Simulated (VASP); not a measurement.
# GaP: input slips in a band-gap run and what they do

Aim: see how common mistakes in a band-structure run show up, on GaP. The starting structure is a measured crystal structure from the Crystallography Open Database. Cell and atoms stay as given unless a step says otherwise.

Calculated with VASP 6.6.1; Kohn-Sham DFT with plane waves and PAW; LDA.

## Step 1: Starting point

It takes space group F-43m (No. 216, cubic). Conventional cell: a = 5.451 Å, b = 5.451 Å, c = 5.451 Å, α = 90.00°, β = 90.00°, γ = 90.00°. Nearest to Ga lie 4 P at 2.36 Å. Nearest to P lie 4 Ga at 2.36 Å. Farther neighbours are not listed.

Structure file:

```
Ga P
1.0
     0.00000    2.72525    2.72525
     2.72525    0.00000    2.72525
     2.72525    2.72525    0.00000
Ga P
1 1
Direct
  0.00000 0.00000 0.00000
  0.75000 0.75000 0.75000
```

## Step 2: Reference bands

INCAR

```
SYSTEM = GaP
PREC = Accurate
ENCUT = 350
EDIFF = 1E-06
NELM = 100
ISMEAR = 0
SIGMA = 0.03
LREAL = .FALSE.
ALGO = Normal
GGA = CA
NBANDS = 21
LORBIT = 11
LWAVE = .FALSE.
LCHARG = .FALSE.
KPAR = 4
```

POSCAR

```
GaP
1.0
    0.0000000000      2.7252500000      2.7252500000
    2.7252500000      0.0000000000      2.7252500000
    2.7252500000      2.7252500000      0.0000000000
Ga P
1 1
Direct
    0.0000000000      0.0000000000      0.0000000000
    0.7500000000      0.7500000000      0.7500000000
```

KPOINTS

```
Automatic mesh
0
Gamma
8 8 8
0 0 0
```

KPOINTS_OPT

```
Line mode
10
Line-mode
Reciprocal
  0.00000000   0.00000000   0.00000000 GAMMA
  0.50000000   0.00000000   0.50000000 X

  0.50000000   0.00000000   0.50000000 X
  0.50000000   0.25000000   0.75000000 W

  0.50000000   0.25000000   0.75000000 W
  0.37500000   0.37500000   0.75000000 K

  0.37500000   0.37500000   0.75000000 K
  0.00000000   0.00000000   0.00000000 GAMMA

  0.00000000   0.00000000   0.00000000 GAMMA
  0.50000000   0.50000000   0.50000000 L

  0.50000000   0.50000000   0.50000000 L
  0.62500000   0.25000000   0.62500000 U

  0.62500000   0.25000000   0.62500000 U
  0.50000000   0.25000000   0.75000000 W

  0.50000000   0.25000000   0.75000000 W
  0.50000000   0.50000000   0.50000000 L

  0.50000000   0.50000000   0.50000000 L
  0.37500000   0.37500000   0.75000000 K

  0.62500000   0.25000000   0.62500000 U
  0.50000000   0.00000000   0.50000000 X
```

The projector-augmented-wave data sets are Ga_d and P (LDA family, release 64).

The run is started by

```console
$ mpirun -np 4 vasp_std
```

What it wrote:

```text
[banner, memory and clock lines left out]
running    4 mpi-ranks, on    1 nodes
 distrk:  each k-point on    1 cores,    4 groups
 distr:  one band on    1 cores,    1 groups

 POSCAR found type information on POSCAR GaP
 POSCAR found :  2 types and       2 ions
 LDA part: xc-table for (Slater(with rela. corr.)+CA(PZ))
 , standard interpolation
 POSCAR, INCAR and KPOINTS ok, starting setup
 FFT: planning ... GRIDC
 FFT: planning ... GRID_SOFT
 FFT: planning ... GRID
 WAVECAR not read
 entering main loop
       N       E                     dE             d eps       ncg     rms          rms(c)
DAV:   1     0.891329863768E+02    0.89133E+02   -0.67852E+03  1366   0.982E+02
DAV:   2    -0.195010394536E+01   -0.91083E+02   -0.84764E+02  1315   0.269E+02
DAV:   3    -0.106104447362E+02   -0.86603E+01   -0.85863E+01  1446   0.588E+01
DAV:   4    -0.107570654068E+02   -0.14662E+00   -0.14653E+00  1449   0.808E+00
DAV:   5    -0.107588560150E+02   -0.17906E-02   -0.17905E-02  1424   0.889E-01    0.431E+00
DAV:   6    -0.104918114090E+02    0.26704E+00   -0.23712E-01  1847   0.766E+00    0.278E+00
DAV:   7    -0.104449707226E+02    0.46841E-01   -0.62301E-02  1516   0.145E+00    0.102E+00
DAV:   8    -0.104402324276E+02    0.47383E-02   -0.95291E-03  1417   0.837E-01    0.216E-01
DAV:   9    -0.104401813933E+02    0.51034E-04   -0.89494E-04  1755   0.294E-01    0.629E-02
DAV:  10    -0.104401803640E+02    0.10293E-05   -0.43848E-05  1766   0.665E-02    0.293E-02
DAV:  11    -0.104401863679E+02   -0.60039E-05   -0.93210E-06  1432   0.331E-02    0.943E-03
DAV:  12    -0.104401861607E+02    0.20722E-06   -0.33075E-07   958   0.435E-03
   1 F= -.10440186E+02 E0= -.10440186E+02  d E =-.450200E-15
 Start KPOINTS_OPT (optional k-point list driver)
k-point batch [1-29\100]
       N       E                     dE             ncg
DAV:   1    -0.234821983168E+03   -0.13322E+05     1393
DAV:   2    -0.286160072649E+04   -0.26268E+04     1308
DAV:   3    -0.311322408606E+04   -0.25162E+03     1505
DAV:   4    -0.311743286403E+04   -0.42088E+01     1485
DAV:   5    -0.311748152878E+04   -0.48665E-01     1443
DAV:   6    -0.311748325021E+04   -0.17214E-02     1745
DAV:   7    -0.311748326645E+04   -0.16243E-04     1421
DAV:   8    -0.311748326694E+04   -0.48415E-06     1216
[...]
k-point batch [88-100\100]
       N       E                     dE             ncg
DAV:   1     0.801117352429E+04   -0.75086E+04      584
DAV:   2     0.674312964641E+04   -0.12680E+04      580
DAV:   3     0.662120452583E+04   -0.12193E+03      730
DAV:   4     0.661897460730E+04   -0.22299E+01      655
DAV:   5     0.661895113626E+04   -0.23471E-01      629
DAV:   6     0.661895030302E+04   -0.83324E-03      802
DAV:   7     0.661895030112E+04   -0.19028E-05      633
DAV:   8     0.661895030108E+04   -0.38198E-07      565
```

It took 3.8 s on 4 MPI ranks of Intel Xeon 6975P-C (Granite Rapids), shared host; peak memory 0.52 GiB; 13 s of CPU time.

The logs omit lines about the potential files and the build; timing stands in the text.

Parts of OUTCAR (step 2):

```text
ion  position               nearest neighbor table
   1  0.000  0.000  0.000-   2 2.36   2 2.36   2 2.36   2 2.36
   2  0.750  0.750  0.750-   1 2.36   1 2.36   1 2.36   1 2.36

  LATTYP: Found a face centered cubic cell.
 ALAT       =     5.4505000000

 Subroutine GETGRP returns: Found 24 space group operations
 (whereof 24 operations were pure point group operations)

The static configuration has the point symmetry T_d .

 Found     29 irreducible k-points:

   k-points           NKPTS =     29   k-points in BZ     NKDIM =     29   number of bands    NBANDS=     21

   dimension x,y,z NGX =    24 NGY =   24 NGZ =   24
   dimension x,y,z NGXF=    48 NGYF=   48 NGZF=   48

   ENCUT  =  350.0 eV  25.72 Ry    5.07 a.u.   5.88  5.88  5.88*2*pi/ulx,y,z

   NELECT =      18.0000    total number of electrons

 k-points in reciprocal lattice and weights: Automatic mesh
   0.00000000  0.00000000  0.00000000       0.002
   0.12500000  0.00000000  0.00000000       0.016
   0.25000000  0.00000000  0.00000000       0.016
   0.37500000  0.00000000  0.00000000       0.016
   0.50000000  0.00000000  0.00000000       0.008
   0.12500000  0.12500000  0.00000000       0.012
   0.25000000  0.12500000  0.00000000       0.047
   0.37500000  0.12500000  0.00000000       0.047
   0.50000000  0.12500000  0.00000000       0.047
[...]
-0.37500000  0.50000000  0.12500000       0.023
  -0.25000000  0.50000000  0.25000000       0.012

 average (electrostatic) potential at core
       1 -66.5520       2 -84.6284

 E-fermi :   4.6583

 k-point     1 :       0.0000    0.0000    0.0000
  band No.  band energies     occupation
    ...
      5     -10.0922      2.00000
      6      -8.0050      2.00000
      7       4.5049      2.00000
      8       4.5049      2.00000
      9       4.5049      2.00000
     10       6.1411      0.00000
     11       8.2974      0.00000
     12       8.2974      0.00000
     13       8.2974      0.00000
     14      12.9976      0.00000
    ...

 k-point     2 :       0.1250    0.0000    0.0000
  band No.  band energies     occupation
    ...
      5     -10.0921      2.00000
      6      -7.8027      2.00000
      7       2.8334      2.00000
      8       4.2710      2.00000
      9       4.2710      2.00000
     10       6.8030      0.00000
     11       8.6508      0.00000
     12       8.6508      0.00000
     13       8.8519      0.00000
     14      13.6411      0.00000
    ...

 k-point     3 :       0.2500    0.0000    0.0000
  band No.  band energies     occupation
    ...
      5     -10.0909      2.00000
      6      -7.2275      2.00000
      7       0.5746      2.00000
      8       3.8334      2.00000
      9       3.8334      2.00000
     10       6.5080      0.00000
     11       9.1606      0.00000
     12       9.1606      0.00000
     13      10.6945      0.00000
     14      13.4393      0.00000
    ...

  Total       -0.7129738     -0.7129738     -0.7129738      0.0000000      0.0000000     -0.0000000
  in kB      -28.2185771    -28.2185771    -28.2185771      0.0000000      0.0000000     -0.0000000
  external PRESSURE =     -28.2185771 kB  Pullay stress =       0.0000000 kB

  energy-cutoff  :      350.00
  volume of cell :       40.48
      direct lattice vectors                 reciprocal lattice vectors
     0.000000000  2.725250000  2.725250000    -0.183469406  0.183469406  0.183469406
     2.725250000  0.000000000  2.725250000     0.183469406 -0.183469406  0.183469406
     2.725250000  2.725250000  0.000000000     0.183469406  0.183469406 -0.183469406

 POSITION                                       TOTAL-FORCE (eV/Angst)
 -----------------------------------------------------------------------------------
      0.00000      0.00000      0.00000         0.000000     -0.000000      0.000000
      4.08788      4.08788      4.08788        -0.000000      0.000000     -0.000000
 -----------------------------------------------------------------------------------
    total drift:                               -0.000000     -0.000000     -0.000001

  FREE ENERGIE OF THE ION-ELECTRON SYSTEM (eV)
  ---------------------------------------------------
  free  energy   TOTEN  =       -10.4401861607 eV

  energy  without entropy=      -10.4401861607  energy(sigma->0) =      -10.44018616

 total charge
# of ion       s       p       d       tot
------------------------------------------
    1        0.875   0.859  10.009  11.744
    2        1.025   1.513   0.000   2.538
--------------------------------------------------
tot          1.900   2.373  10.009  14.282

[... 3 further parts left out ...]
```

Spin-orbit coupling is off here; it would split degenerate levels. At this level the cell is under a tension of 2.8 GPa, so at these settings it is away from equilibrium.

The reference gap is 1.445 eV.

## Step 3: Bands with too few electronic steps

A slip made on purpose: too few electronic steps. Against step 2 the input has NELM = 4.

Changes to INCAR since step 2:

```diff
@@ -4,3 +4,3 @@
 EDIFF = 1E-06
-NELM = 100
+NELM = 4
 ISMEAR = 0
```

POSCAR is that of step 2.

KPOINTS is that of step 2.

KPOINTS_OPT is that of step 2.

The run is started by

```console
$ mpirun -np 4 vasp_std
```

What it wrote:

```text
[... set-up lines as in an earlier step ...]
 entering main loop
       N       E                     dE             d eps       ncg     rms          rms(c)
[... 4 cycles as in an earlier step ...]
 -----------------------------------------------------------------------------
|                                                                             |
|           W    W    AA    RRRRR   N    N  II  N    N   GGGG   !!!           |
|           W    W   A  A   R    R  NN   N  II  NN   N  G    G  !!!           |
|           W    W  A    A  R    R  N N  N  II  N N  N  G       !!!           |
|           W WW W  AAAAAA  RRRRR   N  N N  II  N  N N  G  GGG   !            |
|           WW  WW  A    A  R   R   N   NN  II  N   NN  G    G                |
|           W    W  A    A  R    R  N    N  II  N    N   GGGG   !!!           |
|                                                                             |
|     The electronic self-consistency was not achieved in the given           |
|     number of steps (NELM). The forces and other quantities evaluated       |
|     might not be reliable so examine the results carefully. If you find     |
|     spurious results, we suggest increasing NELM, if you were close to      |
|     convergence or switching to a different ALGO or adjusting the           |
|     density mixing parameters otherwise.                                    |
|                                                                             |
 -----------------------------------------------------------------------------

   1 F= -.10757065E+02 E0= -.10757065E+02  d E =-.393170E-13
 Start KPOINTS_OPT (optional k-point list driver)
k-point batch [1-29\100]
       N       E                     dE             ncg
DAV:   1    -0.290833751303E+03   -0.13378E+05     1388
DAV:   2    -0.291850400064E+04   -0.26277E+04     1295
DAV:   3    -0.317116960901E+04   -0.25267E+03     1505
DAV:   4    -0.317538927874E+04   -0.42197E+01     1495
[...]
k-point batch [88-100\100]
       N       E                     dE             ncg
DAV:   1     0.798849699454E+04   -0.75313E+04      584
DAV:   2     0.671770629749E+04   -0.12708E+04      575
DAV:   3     0.659552454155E+04   -0.12218E+03      733
DAV:   4     0.659334368556E+04   -0.21809E+01      655
```

It took 2.2 s on 4 MPI ranks; peak memory 0.5 GiB.

OUTCAR, selected parts (step 3):

```text
  Total      -10.2587377    -10.2587377    -10.2587377      0.0000000      0.0000000      0.0000000
  in kB     -406.0275183   -406.0275183   -406.0275183      0.0000000      0.0000000      0.0000000
  external PRESSURE =    -406.0275183 kB  Pullay stress =       0.0000000 kB

 POSITION                                       TOTAL-FORCE (eV/Angst)
 -----------------------------------------------------------------------------------
      0.00000      0.00000      0.00000        -0.000000     -0.000000      0.000000
      4.08788      4.08788      4.08788         0.000000      0.000000     -0.000000
 -----------------------------------------------------------------------------------
    total drift:                                0.000000      0.000000     -0.000001

  FREE ENERGIE OF THE ION-ELECTRON SYSTEM (eV)
  ---------------------------------------------------
  free  energy   TOTEN  =       -10.7570654068 eV

  energy  without entropy=      -10.7570654068  energy(sigma->0) =      -10.75706541

[... 2 parts as in an earlier step ...]

[... 1 further part left out ...]
[key lines of the parts left out:]
E-fermi :   4.0008
```

The electronic loop didn't reach EDIFF within its 4 cycles (NELM).

## Step 4: Bands with a cutoff far too low

A slip made on purpose: a cutoff far too low. Against step 2 the input has ENCUT = 130 (also changed: NELM).

Changes to INCAR since step 3:

```diff
@@ -2,5 +2,5 @@
 PREC = Accurate
-ENCUT = 350
+ENCUT = 130
 EDIFF = 1E-06
-NELM = 4
+NELM = 60
 ISMEAR = 0
```

POSCAR is that of step 3.

KPOINTS is that of step 3.

KPOINTS_OPT is that of step 3.

The run is started by

```console
$ mpirun -np 4 vasp_std
```

What it wrote:

```text
[... set-up lines as in an earlier step ...]
 entering main loop
       N       E                     dE             d eps       ncg     rms          rms(c)
DAV:   1     0.546000263499E+02    0.54600E+02   -0.43966E+03  1424   0.376E+02
DAV:   2     0.827111500481E+01   -0.46329E+02   -0.44568E+02  1379   0.111E+02
DAV:   3     0.710708007440E+01   -0.11640E+01   -0.11616E+01  1471   0.165E+01
DAV:   4     0.710276037113E+01   -0.43197E-02   -0.43196E-02  1314   0.106E+00
[...]
DAV:  12     0.122060188403E+02    0.12963E-05   -0.63183E-06  1366   0.132E-02    0.164E-02
DAV:  13     0.122060209498E+02    0.21095E-05   -0.23915E-06  1105   0.121E-02    0.435E-03
DAV:  14     0.122060211822E+02    0.23240E-06   -0.52371E-07   699   0.525E-03
   1 F= 0.12206021E+02 E0= 0.12206021E+02  d E =-.254168E-30
 Start KPOINTS_OPT (optional k-point list driver)
k-point batch [1-29\100]
       N       E                     dE             ncg
DAV:   1    -0.308594486093E+04   -0.11633E+05     1392
DAV:   2    -0.449024398679E+04   -0.14043E+04     1380
DAV:   3    -0.452150562103E+04   -0.31262E+02     1512
DAV:   4    -0.452162810539E+04   -0.12248E+00     1342
DAV:   5    -0.452162930478E+04   -0.11994E-02     1508
DAV:   6    -0.452162932220E+04   -0.17417E-04     1487
DAV:   7    -0.452162932242E+04   -0.22218E-06     1205
[...]
k-point batch [88-100\100]
       N       E                     dE             ncg
DAV:   1     0.379613840818E+04   -0.61352E+04      656
DAV:   2     0.321799582526E+04   -0.57814E+03      599
DAV:   3     0.320715586737E+04   -0.10840E+02      711
DAV:   4     0.320711407607E+04   -0.41791E-01      604
DAV:   5     0.320711366107E+04   -0.41501E-03      704
DAV:   6     0.320711365538E+04   -0.56888E-05      643
DAV:   7     0.320711365531E+04   -0.71868E-07      603
```

It took 1.6 s on 4 MPI ranks; peak memory 0.4 GiB.

Parts of OUTCAR (step 4):

```text
  Total     -139.1806004   -139.1806004   -139.1806004     -0.0000000      0.0000000     -0.0000000
  in kB    -5508.5874400  -5508.5874400  -5508.5874400     -0.0000000      0.0000000     -0.0000000
  external PRESSURE =   -5508.5874400 kB  Pullay stress =       0.0000000 kB

 POSITION                                       TOTAL-FORCE (eV/Angst)
 -----------------------------------------------------------------------------------
      0.00000      0.00000      0.00000        -0.000000     -0.000000     -0.000000
      4.08788      4.08788      4.08788         0.000000      0.000000      0.000000
 -----------------------------------------------------------------------------------
    total drift:                               -0.000008     -0.000008     -0.000019

  FREE ENERGIE OF THE ION-ELECTRON SYSTEM (eV)
  ---------------------------------------------------
  free  energy   TOTEN  =        12.2060211822 eV

  energy  without entropy=       12.2060211822  energy(sigma->0) =       12.20602118

[... 1 part as in an earlier step ...]

[... 2 further parts left out ...]
[key lines of the parts left out:]
E-fermi :   4.5187
```

With a cutoff far too low the gap is 1.171 eV, -0.275 eV from the reference.

## Step 5: Bands with a wide metal-type smearing

A slip made on purpose: a wide metal-type smearing. Against step 2 the input has ISMEAR = 1 and SIGMA = 1 (also changed: NELM).

Changes to INCAR since step 4:

```diff
@@ -2,7 +2,7 @@
 PREC = Accurate
-ENCUT = 130
+ENCUT = 350
 EDIFF = 1E-06
 NELM = 60
-ISMEAR = 0
-SIGMA = 0.03
+ISMEAR = 1
+SIGMA = 1
 LREAL = .FALSE.
```

POSCAR is that of step 4.

KPOINTS is that of step 4.

KPOINTS_OPT is that of step 4.

The run is started by

```console
$ mpirun -np 4 vasp_std
```

What it wrote:

```text
[... set-up lines as in an earlier step ...]
 entering main loop
       N       E                     dE             d eps       ncg     rms          rms(c)
DAV:   1     0.891334421695E+02    0.89133E+02   -0.67852E+03  1366   0.982E+02
DAV:   2    -0.193100482653E+01   -0.91064E+02   -0.84620E+02  1315   0.269E+02
DAV:   3    -0.105890538892E+02   -0.86580E+01   -0.85840E+01  1446   0.588E+01
DAV:   4    -0.107357083738E+02   -0.14665E+00   -0.14657E+00  1449   0.808E+00
[...]
DAV:  10    -0.104201943698E+02    0.30831E-06   -0.45796E-05  1790   0.694E-02    0.290E-02
DAV:  11    -0.104202003932E+02   -0.60234E-05   -0.96106E-06  1413   0.330E-02    0.970E-03
DAV:  12    -0.104202002082E+02    0.18502E-06   -0.32061E-07   963   0.426E-03
   1 F= -.10420200E+02 E0= -.10445397E+02  d E =0.755901E-01
 Start KPOINTS_OPT (optional k-point list driver)
k-point batch [1-29\100]
       N       E                     dE             ncg
DAV:   1    -0.234545820137E+03   -0.13322E+05     1393
DAV:   2    -0.286128332739E+04   -0.26267E+04     1308
DAV:   3    -0.311289339341E+04   -0.25161E+03     1505
DAV:   4    -0.311710170795E+04   -0.42083E+01     1485
DAV:   5    -0.311715036258E+04   -0.48655E-01     1443
DAV:   6    -0.311715208349E+04   -0.17209E-02     1745
DAV:   7    -0.311715209973E+04   -0.16237E-04     1421
DAV:   8    -0.311715210021E+04   -0.48387E-06     1216
[...]
k-point batch [88-100\100]
       N       E                     dE             ncg
DAV:   1     0.801129404629E+04   -0.75085E+04      584
DAV:   2     0.674326778712E+04   -0.12680E+04      580
DAV:   3     0.662135001150E+04   -0.12192E+03      730
DAV:   4     0.661912036154E+04   -0.22296E+01      655
DAV:   5     0.661909689425E+04   -0.23467E-01      629
DAV:   6     0.661909606117E+04   -0.83309E-03      802
DAV:   7     0.661909605926E+04   -0.19026E-05      633
DAV:   8     0.661909605923E+04   -0.37732E-07      565
```

Wall time 3.8 s (4 MPI ranks); peak memory 0.51 GiB; 13 s of CPU time.

[end of part 1 of 2]

[Lines on the potential files, build, host, timing and source positions are cut from VASP's logs without a mark.]

[Logs are printed without paths, hosts, clocks, repeated set-up lines and the standing remarks that a program may print on its own settings, such as how far it seeks lower states.]

[Hosts, paths, dates, database ids (printed as entryN), source tags and the programs' standing remarks are cut or masked in the printed files.]
